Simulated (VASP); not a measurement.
Level of theory: PBE GGA, VASP's PBE PAW potentials (set 64) (plane waves; VASP).

Input for VASP

File POSCAR:
```
WB
1
    2.9633253553    -0.0000000000     0.0000000000
   -1.4816626776     2.5663151576    -0.0000000000
   -0.0000000000    -0.0000000000     6.1069112777
W B
2 2
Direct
  0.0000000000   0.0000000000   0.0000000000
  0.0000000000   0.0000000000   0.5000000000
  0.3333330000   0.6666670000   0.2500000000
  0.6666670000   0.3333330000   0.7500000000
```

INCAR:
```
SYSTEM = WB
PREC = Accurate
ENCUT = 520
EDIFF = 1E-7
NELM = 100
ALGO = Normal
LREAL = .FALSE.
LASPH = .TRUE.
ISMEAR = -5
GGA = PE
LMAXMIX = 6
LWAVE = .FALSE.
LCHARG = .TRUE.
LORBIT = 11
NEDOS = 601
ISIF = 2
LEFG = .TRUE.
```

File KPOINTS:
```
Regular mesh
0
G
  13 13 6
```

POTCAR, in this order: W_sv B (PBE.64 set). Program: vasp_std.

Output of the run:

OSZICAR:
```
       N       E                     dE             d eps       ncg     rms          rms(c)
DAV:   1     0.313290747268E+03    0.31329E+03   -0.18993E+04  3552   0.179E+03
DAV:   2    -0.294059015530E+02   -0.34270E+03   -0.33569E+03  3786   0.502E+02
DAV:   3    -0.436633812923E+02   -0.14257E+02   -0.13558E+02  4419   0.921E+01
DAV:   4    -0.439389204063E+02   -0.27554E+00   -0.27199E+00  4238   0.121E+01
DAV:   5    -0.439435056697E+02   -0.45853E-02   -0.46011E-02  4239   0.153E+00    0.377E+01
DAV:   6    -0.391723135783E+02    0.47712E+01   -0.26866E+01  4173   0.321E+01    0.935E+00
DAV:   7    -0.391255089729E+02    0.46805E-01   -0.79949E-01  4292   0.531E+00    0.429E+00
DAV:   8    -0.390925084111E+02    0.33001E-01   -0.54023E-02  4058   0.149E+00    0.507E-01
DAV:   9    -0.390910035839E+02    0.15048E-02   -0.13297E-02  4401   0.676E-01    0.229E-01
DAV:  10    -0.390907960850E+02    0.20750E-03   -0.98068E-04  4145   0.269E-01    0.322E-02
DAV:  11    -0.390907840105E+02    0.12075E-04   -0.67727E-05  5367   0.578E-02    0.798E-03
DAV:  12    -0.390907798384E+02    0.41721E-05   -0.41829E-06  4119   0.207E-02    0.135E-03
DAV:  13    -0.390907795440E+02    0.29438E-06   -0.23979E-07  3329   0.421E-03    0.141E-03
DAV:  14    -0.390907797743E+02   -0.23032E-06   -0.34607E-08  2564   0.213E-03    0.237E-04
DAV:  15    -0.390907800175E+02   -0.24310E-06   -0.12585E-08  2524   0.745E-04    0.521E-05
DAV:  16    -0.390907800097E+02    0.77762E-08   -0.17747E-09  2309   0.330E-04
   1 F= -.39090780E+02 E0= -.39090780E+02  d E =0.000000E+00
```

**OUTCAR**
```
------------------------ aborting loop because EDIFF is reached ----------------------------------------
  FORCE on cell =-STRESS in cart. coord.  units (eV):
  Direction    XX          YY          ZZ          XY          YZ          ZX
  --------------------------------------------------------------------------------------
  Total       -0.0678208     -0.0678208      0.2756869     -0.0000000     -0.0000000      0.0000000
  in kB       -2.3397139     -2.3397141      9.5107736     -0.0000000     -0.0000000      0.0000000
  external PRESSURE =       1.6104485 kB  Pullay stress =       0.0000000 kB
  volume of cell :       46.44
      direct lattice vectors                 reciprocal lattice vectors
     2.963325355  0.000000000  0.000000000     0.337458726  0.194831877  0.000000000
    -1.481662678  2.566315158  0.000000000     0.000000000  0.389663755  0.000000000
     0.000000000  0.000000000  6.106911278     0.000000000  0.000000000  0.163748899
 POSITION                                       TOTAL-FORCE (eV/Angst)
 -----------------------------------------------------------------------------------
      0.00000      0.00000      0.00000         0.000000      0.000000      0.000000
      0.00000      0.00000      3.05346         0.000000      0.000000      0.000000
     -0.00000      1.71088      1.52673        -0.000000      0.000000      0.000000
      1.48166      0.85544      4.58018         0.000000      0.000000     -0.000000
 -----------------------------------------------------------------------------------
    total drift:                                0.000000     -0.000000     -0.000000
  FREE ENERGIE OF THE ION-ELECTRON SYSTEM (eV)
  ---------------------------------------------------
  free  energy   TOTEN  =       -39.0907800097 eV

  energy  without entropy=      -39.0907800097  energy(sigma->0) =      -39.09078001

 total charge

# of ion       s       p       d       tot
------------------------------------------
    1        2.357   6.376   3.345  12.078
    2        2.357   6.376   3.345  12.078
    3        0.728   1.142   0.000   1.870
    4        0.728   1.142   0.000   1.870
--------------------------------------------------
tot          6.168  15.037   6.691  27.896

 Electric field gradients after diagonalization (V/A^2)
 (convention: |V_zz| > |V_xx| > |V_yy|)
----------------------------------------------------------------------
 ion       V_xx      V_yy      V_zz     asymmetry (V_yy - V_xx)/ V_zz
----------------------------------------------------------------------
   1      88.397    88.394  -176.792       0.000
   2      88.397    88.394  -176.792       0.000
   3       3.439     3.439    -6.877       0.000
   4       3.439     3.439    -6.877       0.000
```
(Selected blocks of OUTCAR.)

For a metal the tetrahedron method with Blöchl corrections gives inexact stress and forces.

The structure was generated: WB was put into the NiAs type type (P6_3/mmc), which need not be its known phase. It was relaxed first, which changed the volume by -36 %.
